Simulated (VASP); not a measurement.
Runs of VASP 6.6.1 on Ge. Symmetry: Fd-3m, No. 227, cubic system. The conventional cell has a = 5.782 Å, b = 5.782 Å, c = 5.782 Å, α = 90.00°, β = 90.00°, γ = 90.00°. Ge (site symmetry -43m) has 4 Ge at 2.50 Å as nearest neighbours. 

```csv
task,cell,gap on the mesh (eV),pressure (GPa)
single point,a relaxed cell with its volume scaled by 1.03,none,-1.6
band structure,as given,-,0.0
single point,a relaxed cell with its volume scaled by 1.09,none,(b)
single point,a relaxed cell with its volume scaled by 0.94,0.03,4.2
single point,a relaxed cell with its volume scaled by 1.06,none,(a)
```

Alike in all rows: level PBE; potentials or basis VASP PAW PBE potentials, release 64 (Ge); no spin polarisation; k mesh 10 × 10 × 10; cutoff (eV) 520; smearing gaussian 0.02 eV.

**Question.** Fill in the values left out.

**Answer.** (a) -3.0; (b) -4.1.

Caveats: this crystal is a semiconductor, whose small gap the functional closes, so the metal is an error of the method (some runs).

A k mesh can miss the band edges, and the runs leave out spin-orbit coupling on Ge.

A gap of «none» marks a metal or a gap under the smearing width.
